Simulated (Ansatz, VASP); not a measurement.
## Cross-check of Sb2Se2O between VASP and Ansatz

Wanted: the spread between two codes on one cell, functional and k mesh. The cell is generated by rule, not measured, and may not be a known phase. Of the first pair: The two relaxations start from unlike cells of this crystal (the structure described is Ansatz's start), so only their ends are compared.

Method: plane waves, with VASP 6.6.1 beside it; relaxation of cell and atoms at PBEsol, in Ansatz 0.2.0.

## 1. The structure

It takes space group R-3m (No. 166, trigonal). Conventional cell: a = 3.840 Å, b = 3.840 Å, c = 26.745 Å, α = 90.00°, β = 90.00°, γ = 120.00°. Nearest to Sb lie 3 Se at 2.69 Å. O has 6 Sb at 2.81 Å nearest. Nearest to Se lie 3 Sb at 2.69 Å. Farther neighbours and most contacts between anions are not listed.

Coordinates:

```cif
data_structure
_symmetry_space_group_name_H-M 'P 1'
_symmetry_Int_Tables_number 1
_cell_length_a 9.1865
_cell_length_b 9.1865
_cell_length_c 9.1865
_cell_angle_alpha 24.125
_cell_angle_beta 24.125
_cell_angle_gamma 24.125
_cell_volume 113.82
loop_
_atom_site_label
_atom_site_type_symbol
_atom_site_fract_x
_atom_site_fract_y
_atom_site_fract_z
_atom_site_occupancy
Sb1 Sb 0.39806 0.39806 0.39806 1
Sb2 Sb 0.60194 0.60194 0.60194 1
O3 O 0.00000 0.00000 0.00000 1
Se4 Se 0.21160 0.21160 0.21160 1
Se5 Se 0.78840 0.78840 0.78840 1
```

## 2. Ansatz: relaxation of cell and atoms, PBEsol, pair 1

Ansatz runs on norm-conserving files, of PseudoDojo where its log says so.

The relaxed volume is the usual yardstick between codes: in a stiff, nearly cubic crystal its relative difference is about their pressure difference at one cell divided by the bulk modulus.

Contents of input.yaml:

```yaml
crystal:
  lattice:
    - [1.9198, 1.10839, 8.91499]
    - [-1.9198, 1.10839, 8.91499]
    - [0.0, -2.21679, 8.91499]
  atoms:
    - { symbol: Sb, position: [0.39806, 0.39806, 0.39806] }
    - { symbol: Sb, position: [0.60194, 0.60194, 0.60194] }
    - { symbol: O, position: [0.0, 0.0, 0.0] }
    - { symbol: Se, position: [0.2116, 0.2116, 0.2116] }
    - { symbol: Se, position: [0.7884, 0.7884, 0.7884] }
kpoints:
  mp_grid: { grid: [6, 6, 6] }
hamiltonian:
  xc: pbesol
  pseudopotentials: { kind: nc }
scf:
  occupations: { method: gaussian, width: 0.1 }
output:
  forces: true
  stress: true
  eigenvalues: true
relax:
  adjacent_minimum: "off"
  f_tol: 0.05
  max_steps: 80
  cell: { stress_tol: 0.5 }
```

Command:

```console
$ ansatz run input.yaml --threads 8 --pin off --max-ram 14336MiB --backend cpu --events-out ev --progress --plain --runs-dir out
```

Numbers of over 12 decimals in the logs are rounded to 6 here.

Log:

```text
The last accepted step is kept in <dir> (removed where the run ends without a failure and the disk answers)
basis.fft_grid_basis auto: the FFT boxes are laid along the combinations [[1, 0, -1], [0, 1, -1], [0, 0, 1]] of the cell's own vectors, 3.840, 3.840 and 9.186 Å long. The dense box has 45×45×108 points. Along the cell's own vectors, as sized, it would have 108×108×108, 5.76 times as many. Of the 12 symmetry operations that the crystal satisfies within crystal.symmetry.tolerance (time reversal apart; of a slab, those  [...]
Engine: ansatz 0.2.0, aarch64-unknown-linux-gnu
Pseudopotentials: kind: nc
Pseudopotential: Sb, nc, valence charge 15, recommended cutoff 1088.45545 eV (normal), Sb.nc.azcp (PseudoDojo's, or run here from an input of PseudoDojo's: the run reads no file of this project's for it)
Pseudopotential: O, nc, valence charge 6, recommended cutoff 1142.878222 eV (normal), O.nc.azcp (PseudoDojo's, or run here from an input of PseudoDojo's: the run reads no file of this project's for it)
Pseudopotential: Se, nc, valence charge 16, recommended cutoff 1170.089609 eV (normal), Se.nc.azcp (PseudoDojo's, or run here from an input of PseudoDojo's: the run reads no file of this project's for it)
Functional definition: PBEsol
  exchange = pbesol_x
  correlation = pbesol_c
Crystal: 5 atoms, lattice volume = 113.821 Å³
Basis set: ecut = 1170.089609 eV, 10381 PW (Γ), FFT grids on a1−a3, a2−a3, a3, exchange–correlation on 90×90×216 points (8 copies of the dense FFT grid, shifted against one another)
Bands: 41, of which v1, the nominal top of the filled ones, is band 34 counted from 1 (33 counted from 0)
Symmetry: 12 space group operations
Space group: R-3m (ITA 166), of the structure as read, at distance tolerance 4.8e-5 Å
k-points: 32 of 216
Non-local potential: Sb, projectors of the file, l = 0: 2, l = 1: 2, l = 2: 2, l = 3: 2
Non-local potential: O, projectors of the file, l = 0: 2, l = 1: 2, l = 2: 1
Non-local potential: Se, projectors of the file, l = 0: 2, l = 1: 2, l = 2: 2
Initial density: superposition of atomic densities (chi_scale 0.1, normalization cell, long waves kept (reshape's long-wave potential 0.22 eV rms))
Initial wavefunctions: pseudopotential atomic-orbital guess
Functional: x = pbesol(κ = 0.804, μ = 0.123457), c = pbesol(β = 0.046)
SCF iter   1: F=—  HF=-11978.805537 eV  |F-HF|=—  |Δ(HF+E_count)|=         —  Δρ=5.81e-2  dr2=3.83e0  ethr=3.10e-3  ⟨swp⟩=8.0  Hψ=5520  notcnv=0
preconditioner: auto → Resta (q_TF=auto, 2.504 Å⁻¹)  ε∞=5.0  [insulator: Δε(μ)=0.143 eV  Ē_g=9.155 eV  σ=0.100 eV  W_gap=0.69  n_scr=30 (ndim 8)  ℏωp=18.4 eV  f_vac=0.003  D(μ)=0.41/eV (n_scr^D=2)  ε∞_Penn≈5.0]
SCF iter   2: F=—  HF=-11978.733329 eV  |F-HF|=—  |Δ(HF+E_count)|=   7.22e-2  Δρ=4.89e-2  dr2=3.98e0  ethr=3.10e-3  ⟨swp⟩=3.0  Hψ=2372  notcnv=0  defer=26
SCF iter   3: F=—  HF=-11978.250347 eV  |F-HF|=—  |Δ(HF+E_count)|=   4.83e-1  Δρ=1.39e-2  dr2=1.68e-1  ethr=3.10e-3  ⟨swp⟩=2.9  Hψ=2270  notcnv=0  defer=8
SCF iter   4: F=—  HF=-11978.215835 eV  |F-HF|=—  |Δ(HF+E_count)|=   3.45e-2  Δρ=6.96e-3  dr2=5.44e-2  ethr=2.48e-4  ⟨swp⟩=2.2  Hψ=2106  notcnv=0  defer=37
SCF iter   5: F=—  HF=-11978.210578 eV  |F-HF|=—  |Δ(HF+E_count)|=   5.26e-3  Δρ=1.22e-3  dr2=1.36e-3  ethr=8.00e-5  ⟨swp⟩=2.0  Hψ=1719  notcnv=0  defer=37
SCF iter   6: F=—  HF=-11978.210832 eV  |F-HF|=—  |Δ(HF+E_count)|=   2.54e-4  Δρ=3.37e-4  dr2=2.51e-4  ethr=2.00e-6  ⟨swp⟩=2.0  Hψ=1879  notcnv=0  defer=37
SCF iter   7: F=—  HF=-11978.210889 eV  |F-HF|=—  |Δ(HF+E_count)|=   5.72e-5  Δρ=1.10e-4  dr2=1.41e-5  ethr=3.70e-7  ⟨swp⟩=2.0  Hψ=1907  notcnv=0  defer=37
SCF iter   8: F=—  HF=-11978.210567 eV  |F-HF|=—  |Δ(HF+E_count)|=   3.22e-4  Δρ=2.41e-5  dr2=1.29e-6  ethr=2.08e-8  ⟨swp⟩=2.0  Hψ=1931  notcnv=0  defer=37
SCF iter   9: F=-11978.210567 eV  HF=-11978.210567 eV  |F-HF|=2.77e-8  |Δ(HF+E_count)|=   1.73e-7  Δρ=7.70e-6  dr2=8.38e-8  ethr=1.47e-10  ⟨swp⟩=10.5  Hψ=6904  notcnv=0
SCF 1 converged in 9 iterations: F = -11978.210567 eV  dr2 = 8.38e-8
relax step   1: F+E_penalty+E_count = -11978.21056686 eV  Δ(F+E_penalty+E_count) = +0.000e0 eV  max|allowed force component| = 2.684e0 eV/Å  Δτ_max = 0.0000 Å  P = -1.438 GPa  Ω = 113.821 Å³  (9 SCF iters, dr2 threshold 1.00e-7 eV, accepted)
[...]
relax step   4: F+E_penalty+E_count = -11979.15897191 eV  Δ(F+E_penalty+E_count) = -1.377e-2 eV  max|allowed force component| = 1.194e-1 eV/Å  Δτ_max = 0.0323 Å  P = +0.090 GPa  Ω = 108.595 Å³  energy of the carried Pulay correction = +3.979e-4 eV  (6 SCF iters, dr2 threshold 5.00e-7 eV, accepted)
[...]
relax step   5: F+E_penalty+E_count = -11979.16100554 eV  Δ(F+E_penalty+E_count) = -2.034e-3 eV  max|allowed force component| = 1.866e-3 eV/Å  Δτ_max = 0.0149 Å  P = +0.081 GPa  Ω = 109.159 Å³  energy of the carried Pulay correction = +3.540e-4 eV  (6 SCF iters, dr2 threshold 5.00e-7 eV, accepted)
[...]
relax step   6: F+E_penalty+E_count = -11979.16077131 eV  Δ(F+E_penalty+E_count) = +2.342e-4 eV  max|allowed force component| = 1.798e-3 eV/Å  Δτ_max = 0.0000 Å  P = +0.077 GPa  Ω = 109.159 Å³  stress off target by 2.14e-1 GPa  SCF on the basis re-selected at this cell (its energy is not comparable with the rows above)  (4 SCF iters)
basis re-selected at this cell: Δ(F+E_penalty+E_count) = +2.342e-4 eV, ΔP = -0.004 GPa vs the last step (what re-selecting the basis moved, of the pressure what is left beyond the Pulay correction that the steps carried, after the strain that the cell walked since its last selection, with what the two solves' SCF thresholds leave and, on support functions, any second-order correction that the steps lacked; it is no measure of the basis error at this ecutwfc). The dense FFT grid was sized anew with the basis: this SCF ran on 45×45×100 points, the steps before it on 45×45×108, so part of this shift can come from that change (see relax.cell in the input reference). [rest of the remark cut]
SCF converged after 4 iterations
Free energy (F): -11979.160771 eV
Harris-Foulkes:  -11979.160771 eV  (|F-HF|=2.00e-9)
Internal energy: -11979.160723 eV  (E = F + TS)
E sigma→0 (E₀):  -11979.160747 eV
Entropy (-TS):   -0.000048 eV (-0.010 meV/atom)
Fermi energy:    10.415891 eV
--- Per-component energies (eV) ---
  E_band       = -1024.871073
  E_kinetic    = 7461.512282
  E_local      = -7494.282267  (includes V_loc(G=0)·N_el)
  E_nonlocal   = -5530.577516
  E_hartree    = 3169.225633
  E_xc         = -2638.084403
  E_vxc        = -1799.974152  (∫ρ·V_xc dr)
  E_ewald      = -6946.954453
  E_smearing   = -0.000048  (= −TS)
  E_closure    = -0.000000  (closes the sum)
  Σ components = -11979.160771   (vs F -11979.160771, Δ=0.00e0)
--- Forces (eV/Å), atoms counted from 1 ---
  atom   1  Sb    -0.00000000    -0.00000000     0.00179798
  atom   2  Sb     0.00000000     0.00000000    -0.00179798
  atom   3  O      0.00000000     0.00000000     0.00000000
  atom   4  Se     0.00000000    -0.00000000     0.00069114
  atom   5  Se    -0.00000000     0.00000000    -0.00069114
  max |Σ_I F_I| component: 2.17e-19 eV/Å
--- Stress (GPa, compression-positive) ---
        0.009048       0.000000       0.000000
        0.000000       0.009048      -0.000000
        0.000000      -0.000000       0.214185
  P = ⅓ Tr σ = 0.0774 GPa (0.774 kbar)
--- Band table (eV; the first three rows and the last of 32) ---
  k-point 0: bands = [... 30 lower, 8.5266, 8.9253, 8.9253, 10.2579, 10.6338, 11.7866, 11.7866, 13.0003, ... 3 higher]
  k-point 1: bands = [... 30 lower, 8.3428, 8.5716, 8.6659, 9.3601, 11.7232, 12.5175, 12.8431, 12.9827, ... 3 higher]
  k-point 2: bands = [... 30 lower, 7.8401, 8.2998, 8.5183, 9.6686, 10.9659, 12.6422, 13.2013, 13.3172, ... 3 higher]
  k-point 31: bands = [... 30 lower, 8.7013, 8.7045, 8.7045, 9.2585, 11.3176, 12.0325, 12.0325, 13.0612, ... 3 higher]
--- Relaxed structure (5 steps of the walk, 5 accepted, 1 SCFs on fresh bases) ---
  F+E_penalty+E_count = -11979.16077131 eV   max|allowed force component| = 1.798e-3 eV/Å   (the final SCF, on the basis selected at the relaxed cell)
  cell:  # Å, volume = 109.1587 Å³
    - [1.917938, 1.107320, 8.566403]
    - [-1.917938, 1.107320, 8.566403]
    - [0, -2.214646, 8.566402]
  atoms:
    - { symbol: Sb, position: [0.383717, 0.383717, 0.383717] }
    - { symbol: Sb, position: [0.616283, 0.616283, 0.616283] }
    - { symbol: O, position: [0, 0, 0] }
    - { symbol: Se, position: [0.219875, 0.219875, 0.219875] }
    - { symbol: Se, position: [0.780125, 0.780125, 0.780125] }
```

Reading the cycles: dr2 is the Hartree energy of the density residual (eV), the measure of convergence; HF is the Harris–Foulkes estimate of the energy, which meets the free energy F at convergence.

## 3. VASP: relaxation of cell and atoms, PBEsol, pair 1

Its own start cell and the same functional, mesh and smearing now go to VASP, with its own data sets.

Lines of VASP's logs that name or quote its potential files are left out, and so is its time.

Contents of INCAR:

```
SYSTEM = Sb2Se2O
PREC = Accurate
ENCUT = 600
EDIFF = 1E-07
NELM = 120
ISMEAR = 0
SIGMA = 0.1
LREAL = .FALSE.
ALGO = Normal
GGA = PS
NBANDS = 20
LORBIT = 11
LWAVE = .FALSE.
LCHARG = .FALSE.
ISIF = 3
IBRION = 2
NSW = 80
EDIFFG = -0.005
LASPH = .TRUE.
GGA_COMPAT = .FALSE.
NELMIN = 4
EFERMI = MIDGAP
KPAR = 2
```

Contents of POSCAR:

```
Sb2Se2O
1.0
    1.9146429927      1.1054183829      8.6116787070
   -1.9146429927      1.1054183829      8.6116787070
    0.0000000000     -2.2108406138      8.6116786901
Sb O Se
2 1 2
Direct
    0.3834708579      0.3834708579      0.3834710419
    0.6165289917      0.6165289917      0.6165292589
    0.0000000000      0.0000000000      0.0000000000
    0.2201345007      0.2201345007      0.2201345698
    0.7798653489      0.7798653489      0.7798657309
```

Contents of KPOINTS:

```
Automatic mesh
0
Gamma
6 6 6
0 0 0
```

The projector-augmented-wave data sets are Sb, O and Se (PBE family, release 64).

Command:

```console
$ mpirun -np 2 vasp_std
```

Log:

```text
[banner, memory and clock lines left out]
running    2 mpi-ranks, on    1 nodes
 distrk:  each k-point on    1 cores,    2 groups
 distr:  one band on    1 cores,    1 groups

 POSCAR found type information on POSCAR SbO Se
 POSCAR found :  3 types and       5 ions
|                                                                             |
|               ----> ADVICE to this user running VASP <----                  |
|                                                                             |
|     You enforced a specific xc type in the INCAR file but a different       |
|     [... a line on the potential file left out ...]
|     I HOPE YOU KNOW WHAT YOU ARE DOING!                                     |
|                                                                             |

 LDA part: xc-table for (Slater+PW92), standard interpolation
 POSCAR, INCAR and KPOINTS ok, starting setup
 FFT: planning ... GRIDC
 FFT: planning ... GRID_SOFT
 FFT: planning ... GRID
 WAVECAR not read
 entering main loop
       N       E                     dE             d eps       ncg     rms          rms(c)
DAV:   1     0.165278513801E+03    0.16528E+03   -0.11766E+04  1280   0.132E+03
DAV:   2    -0.100110789176E+02   -0.17529E+03   -0.16941E+03  1704   0.209E+02
DAV:   3    -0.259960919183E+02   -0.15985E+02   -0.15663E+02  1516   0.717E+01
DAV:   4    -0.263363081341E+02   -0.34022E+00   -0.33841E+00  1620   0.104E+01
DAV:   6    -0.248764281136E+02    0.14636E+01   -0.11937E+01  1356   0.281E+01    0.806E+00
DAV:   7    -0.242844813585E+02    0.59195E+00   -0.29981E+00  1496   0.121E+01    0.301E+00
DAV:   8    -0.242707640442E+02    0.13717E-01   -0.57220E-01  1308   0.435E+00    0.128E+00
DAV:   9    -0.242648322583E+02    0.59318E-02   -0.36399E-02  1612   0.135E+00    0.426E-01
DAV:  10    -0.242639880785E+02    0.84418E-03   -0.12025E-02  1644   0.752E-01    0.165E-01
DAV:  11    -0.242636999510E+02    0.28813E-03   -0.13725E-03  1440   0.268E-01    0.486E-02
DAV:  12    -0.242637237044E+02   -0.23753E-04   -0.34222E-04  1360   0.114E-01    0.263E-02
DAV:  13    -0.242637305688E+02   -0.68644E-05   -0.10034E-04  1400   0.686E-02    0.312E-02
DAV:  14    -0.242637172260E+02    0.13343E-04   -0.42864E-05  1560   0.470E-02    0.530E-03
DAV:  15    -0.242637176353E+02   -0.40925E-06   -0.73083E-06  1324   0.157E-02    0.191E-03
DAV:  16    -0.242637176575E+02   -0.22276E-07   -0.89508E-08   860   0.191E-03
   1 F= -.24263718E+02 E0= -.24263676E+02  d E =-.242637E+02
[...]
2 F= -.24263722E+02 E0= -.24263682E+02  d E =-.474021E-05
[...]
3 F= -.24263724E+02 E0= -.24263683E+02  d E =-.591730E-05
[...]
4 F= -.24263724E+02 E0= -.24263683E+02  d E =-.595411E-05
 curvature:  -0.44 expect dE=-0.196E-05 dE for cont linesearch -0.131E-07
 trial: gam= 0.20392 g(F)=  0.427E-05 g(S)=  0.198E-06 ort = 0.739E-06 (trialstep = 0.944E+00)
 search vector abs. value=  0.553E-05
 bond charge predicted
       N       E                     dE             d eps       ncg     rms          rms(c)
DAV:   1    -0.242637273763E+02   -0.37542E-05   -0.21510E-04  1280   0.735E-02    0.884E-03
DAV:   2    -0.242637274640E+02   -0.87681E-07   -0.17308E-05  1664   0.281E-02    0.543E-03
DAV:   3    -0.242637269103E+02    0.55370E-06   -0.30963E-06  1672   0.120E-02    0.158E-03
DAV:   4    -0.242637268636E+02    0.46684E-07   -0.41473E-07  1304   0.365E-03
   5 F= -.24263727E+02 E0= -.24263687E+02  d E =-.325196E-05
 trial-energy change:   -0.000003  1 .order   -0.000004   -0.000004   -0.000003
 step:   2.4560(harm=  2.4560)  dis= 0.00084  next Energy=   -24.263729 (dE=-0.567E-05)
 reached required accuracy - stopping structural energy minimisation
```

From OUTCAR (step 3):

```text
ion  position               nearest neighbor table
   1  0.383  0.383  0.383-   3 2.56   3 2.56   3 2.56   5 2.75   5 2.75   5 2.75   2 3.41   2 3.41
                             2 3.41
   2  0.617  0.617  0.617-   3 2.56   3 2.56   3 2.56   4 2.75   4 2.75   4 2.75   1 3.41   1 3.41
                             1 3.41
   3  0.000  0.000  0.000-   1 2.56   2 2.56   2 2.56   1 2.56   1 2.56   2 2.56
   4  0.220  0.220  0.220-   2 2.75   2 2.75   2 2.75
   5  0.780  0.780  0.780-   1 2.75   1 2.75   1 2.75

  LATTYP: Found a trigonal (rhomboedric) cell.
 ALAT       =     8.8909402058
 COS(alpha) =     0.9072507877

 Subroutine GETGRP returns: Found 12 space group operations
 (whereof 12 operations were pure point group operations)

The static configuration has the point symmetry D_3d.

 Found     32 irreducible k-points:

   k-points           NKPTS =     32   k-points in BZ     NKDIM =     32   number of bands    NBANDS=     20

   dimension x,y,z NGX =    72 NGY =   72 NGZ =   72
   dimension x,y,z NGXF=   144 NGYF=  144 NGZF=  144

   ENCUT  =  600.0 eV  44.10 Ry    6.64 a.u.  17.76 17.76 17.76*2*pi/ulx,y,z

   NELECT =      28.0000    total number of electrons

 k-points in reciprocal lattice and weights: Automatic mesh
   0.00000000  0.00000000  0.00000000       0.005
   0.16666667  0.00000000 -0.00000000       0.028
   0.33333333 -0.00000000 -0.00000000       0.028
   0.50000000  0.00000000 -0.00000000       0.014
   0.16666667  0.16666667 -0.00000000       0.028
   0.33333333  0.16666667 -0.00000000       0.056
   0.50000000  0.16666667 -0.00000000       0.056
  -0.33333333  0.16666667  0.00000000       0.056
  -0.16666667  0.16666667  0.00000000       0.028
[...]
-0.33333333  0.50000000  0.33333333       0.028
   0.50000000  0.50000000  0.50000000       0.005

 average (electrostatic) potential at core
       1 -87.1979       2 -87.1979       3 -69.2832       4 -52.3925       5 -52.3925

 E-fermi :   6.0374

 k-point     1 :       0.0000    0.0000    0.0000
  band No.  band energies     occupation
    ...
     10       4.1704      2.00000
     11       4.1704      2.00000
     12       4.5566      2.00000
     13       4.5566      2.00000
     14       5.8960      1.95451
     15       6.2519      0.00241
     16       7.4268      0.00000
     17       7.4268      0.00000
     18       8.6289      0.00000
     19       9.3245      0.00000
    ...

 k-point     2 :       0.1667    0.0000   -0.0000
  band No.  band energies     occupation
    ...
     10       3.9130      2.00000
     11       3.9803      2.00000
     12       4.1997      2.00000
     13       4.2601      2.00000
     14       5.0003      2.00000
     15       7.3436      0.00000
     16       8.1487      0.00000
     17       8.4685      0.00000
     18       8.6038      0.00000
     19       9.3377      0.00000
    ...

 k-point     3 :       0.3333   -0.0000   -0.0000
  band No.  band energies     occupation
    ...
     10       3.2394      2.00000
     11       3.4598      2.00000
     12       3.8903      2.00000
     13       4.1326      2.00000
     14       5.2887      2.00000
     15       6.5654      0.00000
     16       8.2732      0.00000
     17       8.8227      0.00000
     18       8.9304      0.00000
     19       9.4499      0.00000
    ...

  Total       -0.0005012     -0.0005012      0.0093093      0.0000000     -0.0000000      0.0000000
  in kB       -0.0073383     -0.0073383      0.1363061      0.0000000     -0.0000000      0.0000000
  external PRESSURE =       0.0405432 kB  Pullay stress =       0.0000000 kB

  energy-cutoff  :      600.00
  volume of cell :      109.42
      direct lattice vectors                 reciprocal lattice vectors
     1.915016011  1.105633745  8.613435473     0.261094423  0.150742933  0.038699254
    -1.915016011  1.105633745  8.613435473    -0.261094423  0.150742933  0.038699254
     0.000000000 -2.211271339  8.613435456     0.000000000 -0.301485866  0.038699187

 POSITION                                       TOTAL-FORCE (eV/Angst)
 -----------------------------------------------------------------------------------
      0.00000     -0.00000      9.90911         0.000000      0.000000     -0.001865
      0.00000     -0.00000     15.93120         0.000000     -0.000000      0.001865
      0.00000      2.21127     17.22687         0.000000     -0.000000     -0.000000
      0.00000     -0.00000      5.68878         0.000000     -0.000000      0.003883
      0.00000     -0.00000     20.15153         0.000000      0.000000     -0.003883
 -----------------------------------------------------------------------------------
    total drift:                               -0.000000      0.000517      0.000000

  FREE ENERGIE OF THE ION-ELECTRON SYSTEM (eV)
  ---------------------------------------------------
  free  energy   TOTEN  =       -24.2637268636 eV

  energy  without entropy=      -24.2636466543  energy(sigma->0) =      -24.26368676

 reached required accuracy - stopping structural energy minimisation

 total charge
# of ion       s       p       d       tot
------------------------------------------
    1        1.322   0.882   0.069   2.273
    2        1.322   0.882   0.069   2.273
    3        1.593   3.260   0.000   4.853
    4        1.495   2.256   0.032   3.783
    5        1.495   2.256   0.032   3.783
--------------------------------------------------
tot          7.226   9.536   0.203  16.965

[... 3 further parts left out ...]
```

CONTCAR:

```
Sb2Se2O
   1.00000000000000
     1.9150160110099301    1.1056337446293578    8.6134354727626832
    -1.9150160110099301    1.1056337446293578    8.6134354727626832
     0.0000000000000000   -2.2112713387677325    8.6134354559567097
  Sb              O               Se
     2     1     2
Direct
     0.3834748501590289    0.3834748501590289    0.3834750341590299
     0.6165249994409729    0.6165249994409729    0.6165252666409736
     1.0000000000000000    1.0000000000000000    0.0000000000000000
     0.2201512511966459    0.2201512511966459    0.2201513202966502
     0.7798485984033560    0.7798485984033560    0.7798489804033516
```

(Part 1 of 2 ends here.)

[Lines on the potential files, build, host, timing and source positions are cut from VASP's logs without a mark.]

[Logs are printed without paths, hosts, clocks, repeated set-up lines and the standing remarks that a program may print on its own settings, such as how far it seeks lower states.]

[Hosts, paths, dates, database ids (printed as entryN), source tags and the programs' standing remarks are cut or masked in the printed files.]
